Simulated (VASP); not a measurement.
These are PBE GGA, VASP's PBE PAW potentials (set 64) (plane waves; VASP) values and carry that method's errors.

A VASP calculation is set up with these files.

### INCAR
```
ALGO = Normal
EDIFF = 1E-6
ENCUT = 400
GGA = PE
ISIF = 2
ISMEAR = 0
LASPH = .TRUE.
LCHARG = .FALSE.
LMAXMIX = 4
LREAL = .FALSE.
LWAVE = .FALSE.
NELM = 100
PREC = Accurate
SIGMA = 0.05
SYSTEM = ZnS
```

POSCAR:
```
ZnS
3.820
  0.5000000000  -0.8660253927   0.0000000000
  0.5000000000   0.8660253927   0.0000000000
  0.0000000000   0.0000000000   1.6387434555
Zn S
2 2
Direct
  0.6666670000   0.3333330000   0.5000000000
  0.3333330000   0.6666670000   0.0000000000
  0.6666670000   0.3333330000   0.8750000000
  0.3333330000   0.6666670000   0.3750000000
```

### KPOINTS
```
K-points
0
gamma
 6 6 3
0 0 0
```

POTCAR, in this order: Zn S (PBE.64 set). Program: vasp_std.

The run wrote:

**OSZICAR**
```
       N       E                     dE             d eps       ncg     rms          rms(c)
DAV:   1     0.210418015032E+03    0.21042E+03   -0.15075E+04   616   0.164E+03
DAV:   2     0.423206198603E+01   -0.20619E+03   -0.20021E+03   658   0.333E+02
DAV:   3    -0.141495647646E+02   -0.18382E+02   -0.18311E+02   748   0.107E+02
DAV:   4    -0.145265876390E+02   -0.37702E+00   -0.37676E+00   736   0.161E+01
DAV:   5    -0.145338457752E+02   -0.72581E-02   -0.72578E-02   748   0.215E+00    0.100E+01
DAV:   6    -0.136604200865E+02    0.87343E+00   -0.20170E+00   974   0.433E+01    0.774E+00
DAV:   7    -0.136951573606E+02   -0.34737E-01   -0.20175E+00   688   0.814E+00    0.335E+00
DAV:   8    -0.136754487203E+02    0.19709E-01   -0.12166E-01   824   0.468E+00    0.115E+00
DAV:   9    -0.136763431283E+02   -0.89441E-03   -0.21712E-02   848   0.260E+00    0.289E-01
DAV:  10    -0.136764906400E+02   -0.14751E-03   -0.13550E-03   712   0.435E-01    0.180E-01
DAV:  11    -0.136767384047E+02   -0.24776E-03   -0.39484E-04   742   0.139E-01    0.103E-01
DAV:  12    -0.136767341366E+02    0.42681E-05   -0.32366E-05   960   0.913E-02    0.143E-02
DAV:  13    -0.136767369440E+02   -0.28073E-05   -0.56329E-06   734   0.169E-02    0.804E-03
DAV:  14    -0.136767373558E+02   -0.41186E-06   -0.69020E-07   518   0.103E-02
   1 F= -.13676737E+02 E0= -.13676737E+02  d E =-.136363E-10
```

**OUTCAR**
```
------------------------ aborting loop because EDIFF is reached ----------------------------------------
  FORCE on cell =-STRESS in cart. coord.  units (eV):
  Direction    XX          YY          ZZ          XY          YZ          ZX
  --------------------------------------------------------------------------------------
  Total        0.7002986      0.7002986      0.6929465      0.0000000      0.0000000     -0.0000000
  in kB       14.1828061     14.1828057     14.0339068      0.0000000      0.0000000     -0.0000000
  external PRESSURE =      14.1331729 kB  Pullay stress =       0.0000000 kB
  volume of cell :       79.11
      direct lattice vectors                 reciprocal lattice vectors
     1.910000000 -3.308217000  0.000000000     0.261780105 -0.151138816  0.000000000
     1.910000000  3.308217000  0.000000000     0.261780105  0.151138816  0.000000000
     0.000000000  0.000000000  6.260000000     0.000000000  0.000000000  0.159744409
  FREE ENERGIE OF THE ION-ELECTRON SYSTEM (eV)
  ---------------------------------------------------
  free  energy   TOTEN  =       -13.6767373558 eV

  energy  without entropy=      -13.6767373558  energy(sigma->0) =      -13.67673736
```
(Selected blocks of OUTCAR.)

The compound is ZnS in the wurtzite structure, the high-temperature form. The cell was not relaxed at this level.
